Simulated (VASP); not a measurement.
Method: PW91 GGA, VASP's PBE PAW potentials (set 64) (plane waves; VASP).

The input files of a VASP run:

INCAR:
```
# general
SYSTEM = KCl
PREC   = Accurate
ENCUT  = 520
LREAL  = .FALSE.
LASPH  = .TRUE.

# electronic loop
EDIFF  = 1E-7
NELM   = 100
ALGO   = Normal

# smearing
ISMEAR = 0
SIGMA  = 0.05

# functional
GGA    = 91

# ions
ISIF   = 2

# output
LWAVE  = .FALSE.
LCHARG = .FALSE.
```

**POSCAR**
```
KCl
1.0
  0.0000000000   3.2523220378   3.2523220378
  3.2523220378   0.0000000000   3.2523220378
  3.2523220378   3.2523220378   0.0000000000
K Cl
1 1
Cartesian
  0.0000000000   0.0000000000   0.0000000000
  3.2523220378   3.2523220378   3.2523220378
```

**KPOINTS**
```
Automatic mesh
0
Gamma
7 7 7
0 0 0
```

POTCAR, in this order: K_sv Cl (PBE.64 set). Program: vasp_std.

Output

**OSZICAR**
```
       N       E                     dE             d eps       ncg     rms          rms(c)
DAV:   1     0.107736874166E+03    0.10774E+03   -0.71818E+03   480   0.118E+03
DAV:   2     0.402060892941E+00   -0.10733E+03   -0.98452E+02   628   0.270E+02
DAV:   3    -0.693546629625E+01   -0.73375E+01   -0.72876E+01   612   0.656E+01
DAV:   4    -0.718562675357E+01   -0.25016E+00   -0.24992E+00   856   0.116E+01
DAV:   5    -0.718703487389E+01   -0.14081E-02   -0.14081E-02   624   0.841E-01    0.303E+00
DAV:   6    -0.686362371124E+01    0.32341E+00   -0.59663E-01   580   0.408E+00    0.242E+00
DAV:   7    -0.684514798345E+01    0.18476E-01   -0.13727E-01   600   0.220E+00    0.142E+00
DAV:   8    -0.685971395451E+01   -0.14566E-01   -0.23466E-02   660   0.127E+00    0.189E-01
DAV:   9    -0.686095175309E+01   -0.12378E-02   -0.18838E-03   636   0.298E-01    0.112E-01
DAV:  10    -0.686180851924E+01   -0.85677E-03   -0.86957E-04   556   0.233E-01    0.156E-02
DAV:  11    -0.686182830530E+01   -0.19786E-04   -0.30086E-05   676   0.400E-02    0.878E-03
DAV:  12    -0.686183335981E+01   -0.50545E-05   -0.89114E-06   588   0.210E-02    0.306E-03
DAV:  13    -0.686183382363E+01   -0.46382E-06   -0.12263E-06   608   0.897E-03    0.839E-04
DAV:  14    -0.686183394984E+01   -0.12620E-06   -0.15644E-07   568   0.312E-03    0.166E-04
DAV:  15    -0.686183397467E+01   -0.24836E-07   -0.44389E-09   464   0.568E-04
   1 F= -.68618340E+01 E0= -.68618340E+01  d E =-.409576E-12
```

File OUTCAR:
```
------------------------ aborting loop because EDIFF is reached ----------------------------------------
  FORCE on cell =-STRESS in cart. coord.  units (eV):
  Direction    XX          YY          ZZ          XY          YZ          ZX
  --------------------------------------------------------------------------------------
  Total       -0.3609348     -0.3609348     -0.3609348      0.0000000      0.0000000      0.0000000
  in kB       -8.4048259     -8.4048259     -8.4048259      0.0000000      0.0000000      0.0000000
  external PRESSURE =      -8.4048259 kB  Pullay stress =       0.0000000 kB
  volume of cell :       68.80
      direct lattice vectors                 reciprocal lattice vectors
     0.000000000  3.252322038  3.252322038    -0.153736313  0.153736313  0.153736313
     3.252322038  0.000000000  3.252322038     0.153736313 -0.153736313  0.153736313
     3.252322038  3.252322038  0.000000000     0.153736313  0.153736313 -0.153736313
  FREE ENERGIE OF THE ION-ELECTRON SYSTEM (eV)
  ---------------------------------------------------
  free  energy   TOTEN  =        -6.8618339747 eV

  energy  without entropy=       -6.8618339747  energy(sigma->0) =       -6.86183397
```
(Selected blocks of OUTCAR.)

The compound is KCl in the rock salt structure. This cell is one point of a volume scan, at 1.06 of the reference volume.
